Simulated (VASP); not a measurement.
CdO (rock salt):

```xyz
2
Lattice="0.0000 2.3500 2.3500 2.3500 0.0000 2.3500 2.3500 2.3500 0.0000" Properties=species:S:1:pos:R:3 pbc="T T T"
Cd     0.0000     0.0000     0.0000
O      2.3500     2.3500     2.3500
```

The lowest empty band near Γ, direction [111], from mBJ (TB09) with spin-orbit coupling in VASP (PAW); its two spin partners are averaged. The gap over the points computed is 1.40 eV, and the next band on that side lies 15.68 eV away at the edge.

Numerical set-up: 520 eV cut-off, 11×11×11 Γ-centred mesh, Gaussian smearing of 0.050 eV, potentials Cd O.

| distance from the edge in k (1/Å) | distance in energy (meV) |
|---|---|
| 0.018 | 5.1 |
| 0.025 | 9.8 |
| 0.035 | 19.3 |
| 0.050 | 39.1 |
| 0.070 | 75.7 |

Question: Fit E(1 + αE) = ħ²k²/2m* (ħ²/2m0 = 3.810 eV Å²) and predict the row at 0.095 1/Å.

Answer: Least squares on the energies gives the electron mass m* = 0.241 m0 and α = 0.33 per eV, and so 136.8 meV. The run gave 136.6 meV, -0.2 meV from the fit.

Left out are points under 3 meV from the edge, since the levels carry 0.1 meV, and points farther than half the way to the next band.

The compound is CdO in the rock salt structure. The cell was not relaxed at this level.
